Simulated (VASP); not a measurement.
Write the native input for VASP 6.6.1 that does the following.

| Quantity | Value |
| --- | --- |
| Task | relaxation of the atoms |
| Functional | PBE |
| Dispersion | D3(BJ) |
| Potentials or basis | VASP PAW PBE potentials, release 64 (H, O) |
| Cutoff | 400 eV |
| k mesh | 1 × 1 × 1 |
| Occupations | gaussian, width 0.01 eV |
| Spin | no spin polarisation |
| Atoms held fixed (from 0) | [0] |
| Further INCAR settings | ALGO = Fast; EDIFF = 1e-06; ISYM = 0; IBRION = 2; EDIFFG = -0.03; NSW = 120 |

The structure of H2O lies in POSCAR:

```
H2O
1.0
   11.9373188901      0.0000000000      0.0000000000
    0.0000000000     12.4373188901      0.0000000000
    0.0000000000      0.0000000000     12.9373188901
H O
2 1
Selective dynamics
Direct
    0.5294104654      0.5204123165      0.4471540069  F F F
    0.5015528375      0.4836879218      0.5582526744  T T T
    0.4690366970      0.5079602389      0.4945933187  T T T
```

The input as run:

INCAR

```
PREC = Accurate
ENCUT = 400
EDIFF = 1E-6
ISMEAR = 0
SIGMA = 0.01
LREAL = F
LASPH = T
NELM = 60
ALGO = Fast
ISIF = 2
LWAVE = F
LCHARG = F
GGA = PE
IVDW = 12
IBRION = 2
NSW = 120
EDIFFG = -0.03
ISYM = 0
```

KPOINTS

```
regular mesh
0
Gamma
  1 1 1
```

Potentials or basis: VASP PAW PBE potentials, release 64 (H, O).

Command:

```console
$ cat potpaw_PBE.64/H/POTCAR potpaw_PBE.64/O/POTCAR > POTCAR
$ mpirun -np 1 vasp_gam > vasp.out
```

It gave:

```
Energy gained by relaxing       : 3.8 meV/atom
Ionic steps                     : 9
Gap between the frontier levels : 6.21 eV
Dispersion energy per atom      : -0.003 eV
```

It took 5.9 min on 1 thread of Intel(R) Xeon(R) Platinum 8375C CPU @ 2.90GHz (Ice Lake), with other jobs on the host, peak memory 1.1 GiB.
